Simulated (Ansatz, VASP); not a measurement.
# AlGa3As3P: VASP beside Ansatz, part 2 of 2

Aim: how closely do two programs agree when they are given the same cell, functional and k mesh? The cell is generated by rule, not measured, and may not be a known phase. The cell is taken from a series of runs on this material, whose earlier steps may have relaxed, scaled, displaced or heated it; both programs get it as it stands.

VASP 6.6.1 and Ansatz 0.2.0.

So far: Starting point; Ansatz: relaxation of cell and atoms, LDA, pair 1.

## Step 3: VASP: relaxation of cell and atoms, LDA, pair 1

Level of this step: LDA; plane waves and PAW (Al, As, Ga_d, P); invented cell (VASP).

The same cell, functional (in two slightly different forms), mesh and smearing now go to VASP, with its own data sets.

Lines of VASP's logs that name or quote its potential files are left out, and so is its time.

Input file INCAR:

```
SYSTEM = AlGa3As3P
PREC = Accurate
ENCUT = 500
EDIFF = 1E-07
NELM = 120
ISMEAR = 0
SIGMA = 0.02
LREAL = .FALSE.
ALGO = Normal
GGA = PW92
NBANDS = 39
LORBIT = 11
LWAVE = .FALSE.
LCHARG = .FALSE.
ISIF = 3
IBRION = 2
NSW = 80
EDIFFG = -0.005
LASPH = .TRUE.
GGA_COMPAT = .FALSE.
NELMIN = 4
EFERMI = MIDGAP
KPAR = 2
```

Input file POSCAR:

```
AlGa3As3P
1.0
    2.7828680000      2.7828680000      0.0000000000
   -2.7831380000      2.7831380000      0.0000000000
    0.0000000000      0.0000000000     11.0851240000
Al As Ga P
1 3 3 1
Direct
    0.0000000000      0.0000000000      0.0064063334
    0.0000000000      0.5000000000      0.3711335119
    0.5000000000      0.0000000000      0.6247341031
    0.0000000000      0.5000000000      0.8787864709
    0.5000000000      0.5000000000      0.2440731380
    0.0000000000      0.0000000000      0.4979002490
    0.5000000000      0.5000000000      0.7516857728
    0.5000000000      0.0000000000      0.1252804209
```

Input file KPOINTS:

```
Automatic mesh
0
Gamma
6 6 2
0 0 0
```

Potentials, in the order of the species: Al, As, Ga_d and P (LDA family, release 64).

Launch:

```bash
$ mpirun -np 2 vasp_std
```

Numbers of over 12 decimals in the logs are rounded to 6 here.

What it wrote:

```text
[banner, memory and clock lines left out]
running    2 mpi-ranks, on    1 nodes
 distrk:  each k-point on    1 cores,    2 groups
 distr:  one band on    1 cores,    1 groups

 POSCAR found type information on POSCAR AlAsGaP
 POSCAR found :  4 types and       8 ions
|                                                                             |
|               ----> ADVICE to this user running VASP <----                  |
|                                                                             |
|     You enforced a specific xc type in the INCAR file but a different       |
|     [... a line on the potential file left out ...]
|     I HOPE YOU KNOW WHAT YOU ARE DOING!                                     |
|                                                                             |

 LDA part: xc-table for (Slater(with rela. corr.)+PW92), standard interpolation
 POSCAR, INCAR and KPOINTS ok, starting setup
 FFT: planning ... GRIDC
 FFT: planning ... GRID_SOFT
 FFT: planning ... GRID
 WAVECAR not read
 entering main loop
       N       E                     dE             d eps       ncg     rms          rms(c)
DAV:   1     0.497919857449E+03    0.49792E+03   -0.26802E+04  2615   0.201E+03
DAV:   2     0.321898766070E+02   -0.46573E+03   -0.44675E+03  2743   0.537E+02
DAV:   3    -0.376020827283E+02   -0.69792E+02   -0.67262E+02  3017   0.151E+02
DAV:   4    -0.412282838957E+02   -0.36262E+01   -0.36025E+01  3078   0.363E+01
DAV:   5    -0.413409571497E+02   -0.11267E+00   -0.11253E+00  3221   0.608E+00    0.712E+00
DAV:   6    -0.403852831148E+02    0.95567E+00   -0.14503E+00  3523   0.131E+01    0.405E+00
DAV:   7    -0.401999232056E+02    0.18536E+00   -0.93650E-01  2976   0.435E+00    0.134E+00
DAV:   8    -0.401866384143E+02    0.13285E-01   -0.12231E-01  3114   0.384E+00    0.435E-01
DAV:   9    -0.401867750789E+02   -0.13666E-03   -0.11837E-02  3269   0.151E+00    0.122E-01
DAV:  10    -0.401867545842E+02    0.20495E-04   -0.17349E-03  3102   0.642E-01    0.492E-02
DAV:  11    -0.401868101820E+02   -0.55598E-04   -0.40909E-04  3529   0.218E-01    0.192E-02
DAV:  12    -0.401868168718E+02   -0.66898E-05   -0.72800E-05  3151   0.165E-01    0.108E-02
DAV:  13    -0.401868189708E+02   -0.20990E-05   -0.18662E-05  3560   0.634E-02    0.447E-03
DAV:  14    -0.401868197825E+02   -0.81172E-06   -0.68483E-06  3158   0.367E-02    0.230E-03
DAV:  15    -0.401868199336E+02   -0.15108E-06   -0.22827E-06  2779   0.141E-02    0.152E-03
DAV:  16    -0.401868199368E+02   -0.31878E-08   -0.21175E-07  1791   0.562E-03
   1 F= -.40186820E+02 E0= -.40186820E+02  d E =-.401868E+02
[...]
2 F= -.40187083E+02 E0= -.40187083E+02  d E =-.262809E-03
[...]
3 F= -.40187152E+02 E0= -.40187152E+02  d E =-.331675E-03
[...]
4 F= -.40187152E+02 E0= -.40187152E+02  d E =-.331613E-03
[...]
5 F= -.40187162E+02 E0= -.40187162E+02  d E =-.100291E-04
[...]
6 F= -.40187170E+02 E0= -.40187170E+02  d E =-.182753E-04
 curvature:  -1.37 expect dE=-0.690E-05 dE for cont linesearch -0.339E-08
 trial: gam= 0.33367 g(F)=  0.452E-05 g(S)=  0.525E-06 ort = 0.177E-06 (trialstep = 0.131E+01)
 search vector abs. value=  0.657E-05
 bond charge predicted
       N       E                     dE             d eps       ncg     rms          rms(c)
DAV:   1    -0.401871751228E+02   -0.53005E-05   -0.69486E-04  2795   0.158E-01    0.136E-02
DAV:   2    -0.401871748015E+02    0.32126E-06   -0.45801E-05  3388   0.615E-02    0.642E-03
DAV:   3    -0.401871738239E+02    0.97766E-06   -0.38042E-06  3951   0.211E-02    0.216E-03
DAV:   4    -0.401871737280E+02    0.95873E-07   -0.84155E-07  2873   0.132E-02
   7 F= -.40187174E+02 E0= -.40187174E+02  d E =-.390255E-05
 trial-energy change:   -0.000004  1 .order   -0.000003   -0.000007    0.000001
 step:   1.2485(harm=  1.2093)  dis= 0.00042  next Energy=   -40.187174 (dE=-0.391E-05)
 reached required accuracy - stopping structural energy minimisation
```

Parts of OUTCAR (step 3):

```text
ion  position               nearest neighbor table
   1  0.000  0.000  0.006-   8 2.37   8 2.37   4 2.42   4 2.42
   2  0.000  0.500  0.371-   6 2.42   6 2.42   5 2.42   5 2.42
   3  0.500  0.000  0.625-   6 2.42   6 2.42   7 2.42   7 2.42
   4  0.000  0.500  0.879-   7 2.42   7 2.42   1 2.42   1 2.42
   5  0.500  0.500  0.244-   8 2.37   8 2.37   2 2.42   2 2.42
   6  0.000  0.000  0.498-   2 2.42   2 2.42   3 2.42   3 2.42
   7  0.500  0.500  0.752-   3 2.42   3 2.42   4 2.42   4 2.42
   8  0.500  0.000  0.125-   5 2.37   5 2.37   1 2.37   1 2.37

  LATTYP: Found a simple orthorhombic cell.
 ALAT       =     3.9355696679
 B/A-ratio  =     1.0000970222
 C/A-ratio  =     2.8166504307

 Subroutine GETGRP returns: Found  4 space group operations
 (whereof  4 operations were pure point group operations)

The static configuration has the point symmetry C_2v.

 Found     32 irreducible k-points:

   k-points           NKPTS =     32   k-points in BZ     NKDIM =     32   number of bands    NBANDS=     39

   dimension x,y,z NGX =    30 NGY =   30 NGZ =   84
   dimension x,y,z NGXF=    60 NGYF=   60 NGZF=  168

   ENCUT  =  500.0 eV  36.75 Ry    6.06 a.u.   7.18  7.18 20.21*2*pi/ulx,y,z

   NELECT =      62.0000    total number of electrons

 k-points in reciprocal lattice and weights: Automatic mesh
   0.00000000  0.00000000  0.00000000       0.014
   0.16666667  0.00000000  0.00000000       0.028
   0.33333333  0.00000000  0.00000000       0.028
   0.50000000  0.00000000  0.00000000       0.014
   0.00000000  0.16666667  0.00000000       0.028
   0.16666667  0.16666667  0.00000000       0.056
   0.33333333  0.16666667  0.00000000       0.056
   0.50000000  0.16666667  0.00000000       0.028
   0.00000000  0.33333333  0.00000000       0.028
[...]
0.33333333  0.50000000  0.50000000       0.028
   0.50000000  0.50000000  0.50000000       0.014

 average (electrostatic) potential at core
       1 -74.1630       2 -53.2334       3 -53.2332       4 -53.0354       5 -67.0558
       6 -67.0013       7 -67.0150       8 -84.9202

 E-fermi :   4.7197

 k-point     1 :       0.0000    0.0000    0.0000
  band No.  band energies     occupation
    ...
     27       2.6350      2.00000
     28       2.6688      2.00000
     29       4.1572      2.00000
     30       4.2106      2.00000
     31       4.2144      2.00000
     32       5.2251      0.00000
     33       5.4986      0.00000
     34       5.8695      0.00000
     35       6.1898      0.00000
     36       6.4168      0.00000
    ...

 k-point     2 :       0.1667    0.0000    0.0000
  band No.  band energies     occupation
    ...
     27       2.5179      2.00000
     28       2.5815      2.00000
     29       2.7614      2.00000
     30       3.5170      2.00000
     31       4.1138      2.00000
     32       5.7919      0.00000
     33       6.4585      0.00000
     34       6.6028      0.00000
     35       7.0300      0.00000
     36       7.4673      0.00000
    ...

 k-point     3 :       0.3333    0.0000    0.0000
  band No.  band energies     occupation
    ...
     27       2.7022      2.00000
     28       2.7839      2.00000
     29       2.8110      2.00000
     30       3.0493      2.00000
     31       3.7436      2.00000
     32       5.9902      0.00000
     33       6.3311      0.00000
     34       6.3987      0.00000
     35       7.3222      0.00000
     36       8.4621      0.00000
    ...

  Total       -0.0157056     -0.0157056     -0.0198054     -0.0034856      0.0000000      0.0000000
  in kB       -0.1461405     -0.1461405     -0.1842890     -0.0324330      0.0000000      0.0000000
  external PRESSURE =      -0.1588567 kB  Pullay stress =       0.0000000 kB

  energy-cutoff  :      500.00
  volume of cell :      172.18
      direct lattice vectors                 reciprocal lattice vectors
     2.785541565  2.785541565  0.000000000     0.179498309  0.179498309  0.000000000
    -2.785046180  2.785046180  0.000000000    -0.179530237  0.179530237  0.000000000
     0.000000000  0.000000000 11.097430981     0.000000000  0.000000000  0.090110946

 POSITION                                       TOTAL-FORCE (eV/Angst)
 -----------------------------------------------------------------------------------
      2.78554      2.78554      0.07327        -0.000000      0.000000      0.000286
      1.39302      4.17806      4.11729        -0.000000      0.000000     -0.000788
      1.39277      1.39277      6.93235        -0.000000      0.000000     -0.000525
      1.39302      4.17806      9.75333        -0.000000      0.000000      0.000510
      0.00025      2.78529      2.70747        -0.000000      0.000000      0.000740
      2.78554      2.78554      5.52442         0.000000     -0.000000     -0.001480
      0.00025      2.78529      8.34209        -0.000000      0.000000      0.001210
      1.39277      1.39277      1.39078        -0.000000      0.000000      0.000048
 -----------------------------------------------------------------------------------
    total drift:                               -0.000000      0.000000     -0.000267

  FREE ENERGIE OF THE ION-ELECTRON SYSTEM (eV)
  ---------------------------------------------------
  free  energy   TOTEN  =       -40.1871737280 eV

  energy  without entropy=      -40.1871737280  energy(sigma->0) =      -40.18717373

 reached required accuracy - stopping structural energy minimisation

 total charge
# of ion       s       p       d       tot
------------------------------------------
    1        0.410   0.391   0.000   0.801
    2        1.213   1.623   0.033   2.870
    3        1.214   1.621   0.033   2.868
    4        1.207   1.669   0.029   2.905
    5        0.883   0.840  10.004  11.728
    6        0.893   0.842  10.000  11.734
    7        0.891   0.835  10.000  11.726
    8        1.021   1.544   0.000   2.565
--------------------------------------------------
tot          7.732   9.366  30.100  47.198

[... 3 further parts left out ...]
```

The run keeps the 4 symmetry operations of its start, so it cannot find a distortion of lower symmetry.

## Step 4: Differences

Known differences besides the potentials themselves: the data sets hold 92 valence electrons in Ansatz (on its default PAW (the set named soft_2) files) and 62 in VASP; the cutoff is 420 eV in Ansatz and 500 eV in VASP; VASP's log shows a relativistic correction to its local exchange, Ansatz's none; Ansatz adds a Pulay correction to the stress that steers its cell, VASP none. Total energies have different zeros and are not compared.

The two programs side by side:

```csv
quantity,Ansatz,VASP,difference
volume (Å³),171.68,172.18,-0.30 %
"edge a after relaxation, in the typed setting (Å)",3.936,3.939,-0.10 %
"edge c after relaxation, in the typed setting (Å)",11.086,11.097,-0.10 %
```

## Step 5: VASP: relaxation of cell and atoms, LDA, pair 2

The relaxed volume is the usual yardstick between codes: in a stiff, nearly cubic crystal its relative difference is about their pressure difference at one cell divided by the bulk modulus.

INCAR: that of step 3 with these lines changed.

```diff
@@ -6,3 +6,3 @@
 ISMEAR = 0
-SIGMA = 0.02
+SIGMA = 0.01
 LREAL = .FALSE.
```

Input file POSCAR:

```
AlGa3As3P
1.0
    2.7828340000      2.7828340000      0.0000000000
   -2.7823490000      2.7823490000      0.0000000000
    0.0000000000      0.0000000000     11.0861840000
Al As Ga P
1 3 3 1
Direct
    0.0000000000      0.0000000000      0.0064140195
    0.0000000000      0.5000000000      0.3711157058
    0.5000000000      0.0000000000      0.6246642668
    0.0000000000      0.5000000000      0.8787789378
    0.5000000000      0.5000000000      0.2441642679
    0.0000000000      0.0000000000      0.4978450655
    0.5000000000      0.5000000000      0.7516798386
    0.5000000000      0.0000000000      0.1253380785
```

Input file KPOINTS:

```
Automatic mesh
0
Gamma
8 8 2
0 0 0
```

Launch:

```bash
$ mpirun -np 2 vasp_std
```

What it wrote:

```text
[banner, memory and clock lines left out]
running    2 mpi-ranks, on    1 nodes
[...]
[... a notice as in an earlier step ...]

 LDA part: xc-table for (Slater(with rela. corr.)+PW92), standard interpolation
 POSCAR, INCAR and KPOINTS ok, starting setup
[...]
entering main loop
       N       E                     dE             d eps       ncg     rms          rms(c)
DAV:   1     0.502325579627E+03    0.50233E+03   -0.26880E+04  4142   0.202E+03
DAV:   2     0.346376715877E+02   -0.46769E+03   -0.44883E+03  4306   0.544E+02
DAV:   3    -0.372580579209E+02   -0.71896E+02   -0.69396E+02  4569   0.153E+02
DAV:   4    -0.412427092654E+02   -0.39847E+01   -0.39568E+01  4880   0.377E+01
[...]
DAV:  14    -0.402108135942E+02   -0.78241E-06   -0.62653E-06  4663   0.323E-02    0.215E-03
DAV:  15    -0.402108137168E+02   -0.12262E-06   -0.19382E-06  4294   0.136E-02    0.139E-03
DAV:  16    -0.402108137227E+02   -0.59026E-08   -0.20516E-07  2856   0.647E-03
   1 F= -.40210814E+02 E0= -.40210814E+02  d E =-.402108E+02
[... from here on, the cycles between the ionic steps are left out ...]
   2 F= -.40211232E+02 E0= -.40211232E+02  d E =-.418325E-03
   3 F= -.40211291E+02 E0= -.40211291E+02  d E =-.477015E-03
   4 F= -.40211291E+02 E0= -.40211291E+02  d E =-.477005E-03
   5 F= -.40211352E+02 E0= -.40211352E+02  d E =-.609496E-04
   6 F= -.40211378E+02 E0= -.40211378E+02  d E =-.871777E-04
   7 F= -.40211383E+02 E0= -.40211383E+02  d E =-.526802E-05
 trial-energy change:   -0.000005  1 .order   -0.000005   -0.000008   -0.000001
 step:   1.3880(harm=  1.3880)  dis= 0.00039  next Energy=   -40.211383 (dE=-0.501E-05)
 reached required accuracy - stopping structural energy minimisation
```

Parts of OUTCAR (step 5):

```text
  Total       -0.0025725     -0.0025725     -0.0042702     -0.0010290      0.0000000      0.0000000
  in kB       -0.0239376     -0.0239376     -0.0397345     -0.0095748      0.0000000      0.0000000
  external PRESSURE =      -0.0292032 kB  Pullay stress =       0.0000000 kB

 POSITION                                       TOTAL-FORCE (eV/Angst)
 -----------------------------------------------------------------------------------
      0.00000      0.00000      0.07331        -0.000000      0.000000      0.000704
     -1.39141      1.39141      4.12431        -0.000000      0.000000     -0.001418
      1.39156      1.39156      6.94376         0.000000     -0.000000     -0.000089
     -1.39141      1.39141      9.76897        -0.000000      0.000000      0.001001
      0.00015      2.78298      2.71204        -0.000000      0.000000     -0.000186
     -2.78282      2.78282      5.53359        -0.000000      0.000000     -0.002603
      0.00015      2.78298      8.35568        -0.000000      0.000000      0.002509
      1.39156      1.39156      1.39334        -0.000000      0.000000      0.000081
 -----------------------------------------------------------------------------------
    total drift:                               -0.000000      0.000000     -0.000094

  FREE ENERGIE OF THE ION-ELECTRON SYSTEM (eV)
  ---------------------------------------------------
  free  energy   TOTEN  =       -40.2113831738 eV

  energy  without entropy=      -40.2113831738  energy(sigma->0) =      -40.21138317

[... 1 part as in an earlier step ...]

[... 3 further parts left out ...]
[key lines of the parts left out:]
E-fermi :   4.7218
```

## Step 6: Ansatz: relaxation of cell and atoms, LDA, pair 2

The same cell, functional (in two slightly different forms) and mesh now go to Ansatz, which takes its cutoff from its data sets.

The cell is taken from a series of runs on this material, whose earlier steps may have relaxed, scaled, displaced or heated it; both programs get it as it stands.

Input file input.yaml:

```yaml
crystal:
  lattice:
    - [2.7828339617, 2.7828339617, 0.0]
    - [-2.7823485076, 2.7823485076, 0.0]
    - [0.0, 0.0, 11.0861842036]
  atoms:
    - { symbol: Al, position: [0.0, 0.0, 0.0064139989] }
    - { symbol: As, position: [0.0, 0.5, 0.3711157071] }
    - { symbol: As, position: [0.5, 1.0, 0.6246642327] }
    - { symbol: As, position: [0.0, 0.5, 0.8787788771] }
    - { symbol: Ga, position: [0.5, 0.5, 0.2441642194] }
    - { symbol: Ga, position: [0.0, 0.0, 0.4978450172] }
    - { symbol: Ga, position: [0.5, 0.5, 0.7516798659] }
    - { symbol: P, position: [0.5, 1.0, 0.1253380818] }
kpoints:
  mp_grid: { grid: [8, 8, 2] }
hamiltonian:
  xc: lda
scf:
  occupations: { method: fixed }
output:
  forces: true
  stress: true
  eigenvalues: true
relax:
  adjacent_minimum: "off"
  f_tol: 0.001
  max_steps: 60
  cell: { stress_tol: 0.01 }
```

Launch:

```bash
$ ansatz run input.yaml --threads 8 --pin off --max-ram 14336MiB --backend cpu --events-out ev --progress --plain --runs-dir out
```

What it wrote:

```text
[...]
Crystal: 8 atoms, lattice volume = 171.677 Å³
Basis set: ecut = 420 eV, 3413 PW (Γ)
Bands: 56, of which v1, the nominal top of the filled ones, is band 46 counted from 1 (45 counted from 0)
Symmetry: 4 space group operations
[...]
k-points: 50 of 128
[...]
atoms:
    - { symbol: Al, position: [0, 0, 0.00640554] }
    - { symbol: As, position: [-1.7000341390183627e-19, 0.5, 0.371126] }
    - { symbol: As, position: [0.500000, 1.0, 0.624680] }
    - { symbol: As, position: [-4.025354149506346e-19, 0.5, 0.878755] }
    - { symbol: Ga, position: [0.500000, 0.5, 0.244148] }
    - { symbol: Ga, position: [0, 0, 0.497846] }
    - { symbol: Ga, position: [0.500000, 0.5, 0.751675] }
    - { symbol: P, position: [0.500000, 1.0, 0.125363] }
[key lines of the parts left out:]
SCF converged after 7 iterations
Free energy (F): -26683.832892 eV
Fermi energy:    7.548142 eV
P = ⅓ Tr σ = -0.0001 GPa (-0.001 kbar)
```

## Step 7: Side by side

What differs besides the data sets and the points named for the pairs above, as far as they apply: fixed occupations in Ansatz, narrow Gaussian smearing in VASP; the data sets hold 92 valence electrons in Ansatz (on its default PAW (the set named soft_2) files) and 62 in VASP. Total energies have different zeros and are not compared.

Both answers:

```csv
quantity,Ansatz,VASP,difference
volume (Å³),171.68,172.18,-0.29 %
"edge a after relaxation, in the typed setting (Å)",3.932,3.936,-0.10 %
"edge c after relaxation, in the typed setting (Å)",11.105,11.116,-0.10 %
```

## Step 8: Results

| Quantity | Value |
| --- | --- |
| difference in volume (relaxation of cell and atoms, LDA, pair 1) | -0.30 % |
| difference in volume (relaxation of cell and atoms, LDA, pair 2) | -0.29 % |

The difference in volume is -0.30 % (relaxation of cell and atoms, LDA, pair 1), within the 1.2 % picked in this series as the mark of a large difference, as far as the stopping tolerances let one tell. The data sets hold unlike numbers of valence electrons (92 in Ansatz and 62 in VASP), so part of the differences comes from the potentials. 1 further run of this series is not shown here. Such differences can come from data sets, numerical settings and the points named under the comparisons, not from the functional's error against experiment.

[Lines on the potential files, build, host, timing and source positions are cut from VASP's logs without a mark.]

[Logs are printed without paths, hosts, clocks, repeated set-up lines and the standing remarks that a program may print on its own settings, such as how far it seeks lower states.]

[Hosts, paths, dates, database ids (printed as entryN), source tags and the programs' standing remarks are cut or masked in the printed files.]
